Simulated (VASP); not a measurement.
Calculation: HSE06 screened hybrid, VASP's PBE PAW potentials (set 64) (plane waves; VASP).

A VASP calculation is set up with these files.

File POSCAR:
```
Ga31ZnAs32
1
   11.5222104216     0.0000000000     0.0000000000
    0.0000000000    11.5222104216     0.0000000000
    0.0000000000     0.0000000000    11.5222104216
Ga As Zn
31 32 1
Direct
  0.5000305993   0.0001860426   0.0002362962
  0.7496271489   0.2502427225   0.0001037757
  0.7496013015   0.9997977978   0.2504936999
  0.9999875691   0.9999871610   0.0000215094
  0.2505348582   0.2504607619   0.0004567581
  0.4999679253   0.4999439640   0.0002372523
  0.7496018074   0.7496599381   0.0002349040
  0.2505143436   0.0004776100   0.2505504186
  0.5026541359   0.2515193694   0.2515357321
  0.7487853832   0.4975724304   0.2514464858
  0.4999824036   0.0000886416   0.5000360776
  0.7487723879   0.2513481396   0.4974917026
  0.7495906425   0.0002295576   0.7496019973
  0.9999228903   0.5000266755   0.0003260045
  0.2502527122   0.7497605382   0.0000799712
  0.0003145442   0.2505100248   0.2504910381
  0.2513705486   0.5026868905   0.2514146389
  0.4974120216   0.7487629016   0.2513690484
  0.9998650500   0.0000141638   0.5001305616
  0.2512599412   0.2512763632   0.5027532662
  0.7486941980   0.7486943310   0.5027286890
  0.2503635187   0.9998414289   0.7496531199
  0.4973988601   0.2512086450   0.7489927225
  0.7488874909   0.5025264555   0.7491090592
  0.9998197010   0.7497017385   0.2504746184
  0.0000614624   0.4999798970   0.5000113698
  0.2512644357   0.7488368407   0.4974147038
  0.9999299459   0.2503020033   0.7496692992
  0.2509159196   0.4975967809   0.7491680406
  0.5026799851   0.7488328571   0.7490278159
  0.0000877801   0.7497842558   0.7496004589
  0.6248627409   0.1248664901   0.1250810430
  0.8751579746   0.3750898029   0.1250030403
  0.8752008934   0.1248760883   0.3751278136
  0.1250822294   0.1251061686   0.1251238435
  0.3751796572   0.3751602806   0.1259389819
  0.6248534632   0.6249093091   0.1258190951
  0.8749187226   0.8749729231   0.1250958642
  0.3752268348   0.1258799583   0.3752089338
  0.6239156246   0.3764022806   0.3764105916
  0.8743541282   0.6249854626   0.3752399614
  0.6248518940   0.1257653069   0.6248839546
  0.8744114729   0.3751043249   0.6249726650
  0.8749491528   0.1250361240   0.8749733033
  0.1247959646   0.6249110980   0.1249715346
  0.3750983345   0.8753315138   0.1249775479
  0.1258265651   0.3751749628   0.3751571310
  0.3760688916   0.6241264074   0.3761519921
  0.6248723877   0.8743206438   0.3752095110
  0.1248028472   0.1247449601   0.6249379695
  0.3757037486   0.3761000134   0.6244853385
  0.6240983728   0.6239552358   0.6244394429
  0.8751013996   0.8752583993   0.6249346987
  0.3750501811   0.1247894891   0.8753193489
  0.6249209874   0.3750123652   0.8745510921
  0.8753198786   0.6249836190   0.8753479748
  0.1248388203   0.8753596542   0.3751526663
  0.1256493773   0.6249997703   0.6248560432
  0.3751619223   0.8743489079   0.6249404140
  0.1246928816   0.3750282798   0.8754810777
  0.3750639425   0.6249976761   0.8745848338
  0.6249416339   0.8753906102   0.8753469460
  0.1250302912   0.8749932092   0.8749555141
  0.4996922715   0.5000687369   0.5007487965
```

INCAR:
```
! general
SYSTEM   = Ga31ZnAs32
PREC     = Normal
ENCUT    = 400
LREAL    = Auto
LASPH    = .TRUE.
ISYM     = 0
NELECT   = 266.0

! electronic loop
EDIFF    = 1E-5
NELM     = 50
NELMIN   = 4
ALGO     = Normal
LMAXMIX  = 4

! smearing
ISMEAR   = 0
SIGMA    = 0.05

! functional
GGA      = PE
LHFCALC  = .TRUE.
AEXX     = 0.25
HFSCREEN = 0.2
PRECFOCK = Fast

! ions
ISIF     = 0

! output
LWAVE    = .FALSE.
LCHARG   = .FALSE.
```

### KPOINTS
```
Regular mesh
0
gamma
1 1 1
0 0 0
```

POTCAR, in this order: Ga As Zn (PBE.64 set). Program: vasp_gam. Read from the step before: WAVECAR.

Output of the run:

### OUTCAR
```
 ion  position               nearest neighbor table
   1  0.500  0.000  0.000-  32 2.49  54 2.49  46 2.49  62 2.49
   2  0.750  0.250  0.000-  55 2.49  32 2.50  33 2.50  44 2.50
   3  0.750  1.000  0.250-  49 2.49  32 2.50  34 2.50  38 2.50
   4  1.000  1.000  0.000-  63 2.50  44 2.50  38 2.50  35 2.50
   5  0.251  0.250  0.000-  36 2.49  54 2.50  60 2.50  35 2.50
   6  0.500  0.500  0.000-  36 2.50  37 2.50  55 2.50  61 2.50
   7  0.750  0.750  0.000-  37 2.50  62 2.50  56 2.50  38 2.50
   8  0.251  0.000  0.251-  39 2.49  46 2.50  57 2.50  35 2.50
   9  0.503  0.252  0.252-  40 2.47  32 2.50  36 2.51  39 2.51
  10  0.749  0.498  0.251-  40 2.47  33 2.50  41 2.51  37 2.51
  11  0.500  0.000  0.500-  39 2.50  42 2.50  59 2.50  49 2.50
  12  0.749  0.251  0.497-  40 2.47  34 2.50  43 2.51  42 2.51
  13  0.750  0.000  0.750-  42 2.49  53 2.50  62 2.50  44 2.50
  14  1.000  0.500  0.000-  33 2.49  45 2.49  56 2.49  60 2.49
  15  0.250  0.750  0.000-  61 2.50  45 2.50  46 2.50  63 2.50
  16  0.000  0.251  0.250-  47 2.49  33 2.50  34 2.50  35 2.50
  17  0.251  0.503  0.251-  48 2.47  45 2.50  47 2.51  36 2.51
  18  0.497  0.749  0.251-  48 2.47  46 2.50  37 2.51  49 2.51
  19  1.000  0.000  0.500-  53 2.49  50 2.49  34 2.49  57 2.49
  20  0.251  0.251  0.503-  51 2.47  50 2.50  39 2.51  47 2.51
  21  0.749  0.749  0.503-  52 2.47  53 2.50  41 2.51  49 2.51
  22  0.250  1.000  0.750-  59 2.49  50 2.50  54 2.50  63 2.50
  23  0.497  0.251  0.749-  51 2.47  54 2.50  55 2.51  42 2.51
  24  0.749  0.503  0.749-  52 2.47  56 2.50  55 2.51  43 2.51
...
```

### OSZICAR
```
       N       E                     dE             d eps       ncg     rms          rms(c)
DAV:   1    -0.307034042846E+03   -0.30703E+03   -0.21819E+01   356   0.184E+01    0.136E+01
DAV:   2    -0.307254768652E+03   -0.22073E+00   -0.18546E+00   378   0.404E+00    0.931E+00
DAV:   3    -0.307204805524E+03    0.49963E-01   -0.74486E-02   402   0.718E-01    0.555E+00
DAV:   4    -0.307183927338E+03    0.20878E-01   -0.18825E-02   368   0.310E-01    0.316E+00
DAV:   5    -0.307177075800E+03    0.68515E-02   -0.49105E-03   384   0.119E-01    0.178E+00
DAV:   6    -0.307174729152E+03    0.23466E-02   -0.11156E-03   368   0.609E-02    0.990E-01
DAV:   7    -0.307173913360E+03    0.81579E-03   -0.32358E-04   362   0.352E-02    0.545E-01
DAV:   8    -0.307173649499E+03    0.26386E-03   -0.11541E-04   376   0.212E-02    0.296E-01
DAV:   9    -0.307173572420E+03    0.77079E-04   -0.37906E-05   306   0.126E-02    0.159E-01
DAV:  10    -0.307173554085E+03    0.18335E-04   -0.13460E-05   200   0.795E-03    0.869E-02
DAV:  11    -0.307173552605E+03    0.14806E-05   -0.55449E-06   202   0.498E-03
   1 F= -.30717355E+03 E0= -.30717355E+03  d E =-.688949E-13
```

**OUTCAR**
```
------------------------ aborting loop because EDIFF is reached ----------------------------------------
  volume of cell :     1529.70
      direct lattice vectors                 reciprocal lattice vectors
    11.522210422  0.000000000  0.000000000     0.086788903  0.000000000  0.000000000
     0.000000000 11.522210422  0.000000000     0.000000000  0.086788903  0.000000000
     0.000000000  0.000000000 11.522210422     0.000000000  0.000000000  0.086788903
  FREE ENERGIE OF THE ION-ELECTRON SYSTEM (eV)
  ---------------------------------------------------
  free  energy   TOTEN  =      -307.1735526049 eV

  energy  without entropy=     -307.1735526049  energy(sigma->0) =     -307.17355260

  exchange ACFDT corr.  =         0.00000000  see jH, gK, PRB 81, 115126
```
(Selected blocks of OUTCAR.)

The cell is charged, with a uniform compensating background. The supercell is sampled at Γ alone, which is coarse: total energies, pressure and levels can be off, energies of defects by several tenths of an eV.

The cell is a supercell with a defect, built from GaAs (zinc blende): Zn_Ga, charge -1. The cell's shape comes from a PBE relaxation. The run is not spin-polarised, so no state with unpaired spins was tried.
